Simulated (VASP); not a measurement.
OSZICAR of a VASP run on DyTe (space group Fm-3m):

**OSZICAR**
```
       N       E                     dE             d eps       ncg     rms          rms(c)
DAV:   1     0.628004283804E+02    0.62800E+02   -0.56067E+03  1644   0.976E+02
DAV:   2    -0.561920960968E+01   -0.68420E+02   -0.64961E+02  1746   0.306E+02
DAV:   3    -0.113258097264E+02   -0.57066E+01   -0.54844E+01  2158   0.573E+01
DAV:   4    -0.115533197652E+02   -0.22751E+00   -0.22515E+00  2400   0.124E+01
DAV:   5    -0.115574167559E+02   -0.40970E-02   -0.40748E-02  2114   0.138E+00    0.216E+01
DAV:   6    -0.115355980955E+02    0.21819E-01   -0.68968E-02  2224   0.197E+00    0.131E+01
DAV:   7    -0.115402638075E+02   -0.46657E-02   -0.29816E-02  2328   0.150E+00    0.568E+00
DAV:   8    -0.115411187428E+02   -0.85494E-03   -0.11121E-03  2158   0.354E-01    0.229E-01
DAV:   9    -0.115404243081E+02    0.69443E-03   -0.30708E-03  2176   0.380E-01    0.832E-02
DAV:  10    -0.115404338605E+02   -0.95525E-05   -0.16825E-04  1978   0.114E-01    0.253E-02
DAV:  11    -0.115404341734E+02   -0.31286E-06   -0.50665E-06  2398   0.235E-02
   1 F= -.11540434E+02 E0= -.11539463E+02  d E =-.194246E-02  mag=    -0.0000    -0.0000     0.0000
       N       E                     dE             ncg
       N       E                     dE             ncg
```

### Question
Which electronic solver shows in the log?

### Answer
It is blocked Davidson (ALGO = Normal, or the opening steps of other solvers). The INCAR had ALGO = Normal.

### Question
How was spin treated?

### Answer
With non-collinear spinors: mag has three components.

### Question
Can the final energy be trusted as converged?

### Answer
Self-consistency was reached. It stopped with EDIFF = 1E-6, NELM = 100 (PBEsol GGA with spin-orbit coupling, plane waves, VASP's PBE PAW potentials (set 64)). The 4f electrons are frozen in the core of the lanthanide potential, so 4f levels, which can set the real gap, and their magnetism are missing.

The structure comes from a measured DyTe entry (Fm-3m) of the Crystallography Open Database, whose conditions weren't checked. It was relaxed first.
